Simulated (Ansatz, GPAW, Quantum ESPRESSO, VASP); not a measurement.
Hf₂Ni (I4/mcm, 6 atoms in the cell) computed with different codes at matched settings

Self-consistent single point.

```
Hf2Ni
1.0
   -3.17787     3.17787     2.61804
    3.17787    -3.17787     2.61804
    3.17787     3.17787    -2.61804
Hf Ni
4 2
Cartesian
  1.05257   2.12530   2.61804
  2.12530   1.05257   0.00000
  1.05257   4.23044   0.00000
  2.12530  -1.05257   2.61804
  0.00000   0.00000   3.92706
  0.00000   0.00000   1.30902
```

All programs got the same cell, k-point mesh and kind of occupations (in Ansatz's words: kpoints.mp_grid.grid = 6 6 6; scf.occupations.method = fermi_dirac; scf.occupations.width = 0.0073 Ry); potentials, basis and cutoffs are each program's usual ones.

| code | model | pressure (GPa) | largest force (eV/Å) | cutoff |
|---|---|---|---|---|
| Quantum ESPRESSO | PBEsol, PSlibrary ultrasoft (PBE) pseudopotentials | -3.89 | 0.055 | 55 Ry |
| Ansatz | PBEsol, PAW files made with PBE | -2.39 | 0.097 | default |
| GPAW | PBEsol, GPAW PAW datasets PBEsol (made by gpaw-setup) | -1.65 | 0.104 | 850 eV |
| VASP | PBEsol, VASP's PBE PAW potentials (set 64) | -3.32 | 0.085 | 300 eV |

The spread over the programs that give each value: pressure within 2.24 GPa; largest force within 0.049 eV/Å.

The starting cell comes from a database of computed structures (which also holds hypothetical and non-ambient phases and stackings), without a prior relaxation at this level. On Ansatz's run: Spin-orbit coupling is off. Spin polarisation is off.

Question: Why do the programs differ, and what cannot be compared?

Answer: Differences of this kind can come from the potentials, where these differ, and from what each basis and cutoff leave unconverged. The valence holds different numbers of electrons (Quantum ESPRESSO 68, Ansatz (an electronic-structure program) 140, GPAW 80, VASP 60). The zero of total energies and Fermi levels follows the potentials and each program's conventions, so they are not compared here. Ansatz's pressure is given at a fixed set of plane waves, as the other plane-wave codes print theirs; with its correction for the finite basis it is -2.33 GPa. Ansatz's smearing width was typed in Ry to four decimals, so it matches the others to a few per cent. In the pressure, Quantum ESPRESSO (by 1.04) and GPAW (by 1.21) lie more than 1 GPa from the median of the plane-wave programs.

VASP's run is marked for a possible Pulay error in its stress at this cutoff; no cutoff test was made.

Left out of this page: ABINIT (stopped by limits of time or memory); CP2K, FLEUR and SIESTA (not drawn, or without a comparable value).

Keys are those of Ansatz 0.2.
